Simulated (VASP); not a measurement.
Data:

```
CELL_PARAMETERS angstrom
      0.00000     1.87843     1.87843
      1.87843     0.00000     1.87843
      1.87843     1.87843     0.00000
ATOMIC_POSITIONS crystal
  Rh 0.00000 0.00000 0.00000
```

Method: LDA (Ceperley-Alder, Perdew-Zunger), VASP's LDA PAW potentials (set 64) (plane waves; VASP). Run with 520 eV cut-off, Gaussian smearing of 0.050 eV, potentials Rh_pv.

### Question
What does the run give for the band gap (along the path) with the smallest direct gap where there is one?

### Answer

```
Item                                                          Value
-------------------------  ----------------------------------------
band gap (along the path)  none (metal, semimetal or under 0.01 eV)
```

Total energies compare only between runs with the same potentials, cut-off and functional.

The compound is Rh in the fcc structure. It was relaxed first.
